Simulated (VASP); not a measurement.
Given:

```
CELL_PARAMETERS angstrom
      0.00000     3.07151     3.07151
      3.07151     0.00000     3.07151
     12.32093    12.32093    -0.03489
ATOMIC_POSITIONS crystal
  Cd 0.03429 0.03429 0.97429
  Cd 0.00173 0.00173 0.24870
  Cd 0.96697 0.96697 0.52477
  Cd 0.99958 0.99958 0.75031
  Te 0.26166 0.26166 0.05375
  Te 0.22967 0.22967 0.32775
  S  0.23669 0.23669 0.57248
  S  0.26940 0.26940 0.79795
```

Level of theory: PBEsol GGA, VASP's PBE PAW potentials (set 64) (plane waves; VASP). Numerical set-up: 400 eV cut-off, Gaussian smearing of 0.050 eV, potentials Cd Te S.

Q: Give the energies of bands 27 to 40 at the high-symmetry points, in eV from the Fermi level.

A: 
| band | Γ | T | H2 | L | S0 | F |
|---|---|---|---|---|---|---|
| 27 | -3.34 | -1.97 | -4.57 | -4.64 | -4.57 | -4.59 |
| 28 | -1.90 | -1.90 | -4.47 | -4.57 | -4.47 | -4.52 |
| 29 | -1.90 | -1.90 | -3.49 | -2.88 | -3.48 | -2.88 |
| 30 | -1.50 | -1.85 | -3.37 | -2.85 | -3.38 | -2.83 |
| 31 | -1.50 | -1.51 | -2.96 | -2.65 | -2.96 | -2.72 |
| 32 | -0.79 | -1.51 | -2.75 | -2.33 | -2.75 | -2.37 |
| 33 | -0.39 | -0.38 | -2.35 | -2.06 | -2.36 | -2.30 |
| 34 | -0.39 | -0.38 | -2.13 | -1.80 | -2.13 | -1.53 |
| 35 | -0.06 | -0.01 | -1.95 | -1.48 | -1.95 | -1.39 |
| 36 | 0.00 | -0.01 | -1.76 | -1.00 | -1.75 | -0.97 |
| 37 | 0.00 | 0.66 | 2.88 | 2.12 | 2.85 | 1.61 |
| 38 | 1.13 | 0.94 | 2.98 | 2.21 | 3.03 | 2.10 |
| 39 | 2.09 | 1.92 | 3.16 | 2.46 | 3.12 | 2.59 |
| 40 | 2.47 | 2.47 | 3.56 | 2.71 | 3.57 | 2.84 |

It has no gap at this level: it comes out as a metal or semimetal.

The structure was generated: Cd4S2Te2 was put into an ordered model structure (R3m), which need not be its known phase. It was relaxed first.
